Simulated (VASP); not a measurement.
Input:

```
CELL_PARAMETERS angstrom
      1.42806    -2.47346     0.00000
      1.42806     2.47346     0.00000
      0.00000     0.00000     4.97141
ATOMIC_POSITIONS crystal
  Zr 0.33333 0.66667 0.25000
  Zr 0.66667 0.33333 0.75000
```

Method: LDA (Ceperley-Alder, Perdew-Zunger), VASP's LDA PAW potentials (set 64) (plane waves; VASP 6.6.1). Run with 500 eV cut-off, 15×15×8 Γ-centred mesh, first-order Methfessel-Paxton smearing of 0.10 eV, potentials Zr_sv.

Energy and stress use the plane-wave basis of the starting cell.

The ions, cell shape and volume at an external pressure of 45.0 GPa are relaxed. Give the cell that the relaxation ends in.

```
CELL_PARAMETERS angstrom
      1.38506    -2.39899     0.00000
      1.38506     2.39899     0.00000
      0.00000     0.00000     4.91642
ATOMIC_POSITIONS crystal
  Zr 0.33333 0.66667 0.25000
  Zr 0.66667 0.33333 0.75000
```
Space group P6_3/mmc (194), at a tolerance of 0.03 Å.

How do energy and volume change from the first to the last step?

The energy (σ→0) changes by +283.6 meV/atom and the volume by -7.0 %, in 10 ionic steps.

The compound is Zr in the hcp structure. This run relaxes it under an external pressure of 45 GPa. Symmetry was kept, so distortions that lower it aren't found.
